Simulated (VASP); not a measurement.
A convergence study with VASP on Re: one setting is varied, all else stays as given below, so the limit is that of these other settings.

```xyz
4
Lattice="2.7462 0.0000 0.0000 -1.3731 2.3783 0.0000 0.0000 0.0000 20.6566" Properties=species:S:1:pos:R:3 pbc="T T T"
Re     1.3731     0.7928     9.2189
Re     0.0000     1.5855     7.0000
Re     1.3731     0.7928    13.6566
Re     0.0000     1.5855    11.4377
```

The numbers are results of PBE GGA, VASP's PBE PAW potentials (set 64) (plane waves; VASP), not measurements. The tightest run used: 300 eV cut-off, 35×35×1 Γ-centred mesh, Gaussian smearing of 0.10 eV, potentials Re.

### Question
The settings run are 3×3×1 mesh; 4×4×1 mesh; 5×5×1 mesh; 6×6×1 mesh; 7×7×1 mesh; 9×9×1 mesh; 10×10×1 mesh; 12×12×1 mesh; 14×14×1 mesh; 16×16×1 mesh; 19×19×1 mesh; 22×22×1 mesh; 26×26×1 mesh; 30×30×1 mesh; 35×35×1 mesh. From which on does the energy per atom stay within 0.01 eV/atom of the tightest run?

### Answer
From 9×9×1 mesh on: it is off by 0.0013 there and by no more than 0.01 in any finer run, while 7×7×1 mesh is off by 0.0219.
```csv
setting,E (eV/atom),largest force (eV/Å),irreducible k-points,difference judged (eV/atom)
3×3×1 mesh,-11.5929,2.162,3,0.2506
4×4×1 mesh,-11.9132,1.605,4,0.0697
5×5×1 mesh,-11.8105,1.582,5,0.0329
6×6×1 mesh,-11.8218,1.455,7,0.0217
7×7×1 mesh,-11.8654,1.856,8,0.0219
9×9×1 mesh,-11.8422,1.585,12,0.0013
10×10×1 mesh,-11.8474,1.732,14,0.0039
12×12×1 mesh,-11.8438,1.641,19,0.0004
14×14×1 mesh,-11.8397,1.702,24,0.0038
16×16×1 mesh,-11.8457,1.705,30,0.0022
19×19×1 mesh,-11.8439,1.686,40,0.0004
22×22×1 mesh,-11.8440,1.699,52,0.0006
26×26×1 mesh,-11.8438,1.704,70,0.0004
30×30×1 mesh,-11.8440,1.690,91,0.0005
35×35×1 mesh,-11.8435,1.695,120,0.0000
```

Left out are rungs that failed or repeat a setting and relaxations that didn't move; long series are thinned to 24 rows.

The cell is a sheet or thin cut with vacuum, built from a generated structure.
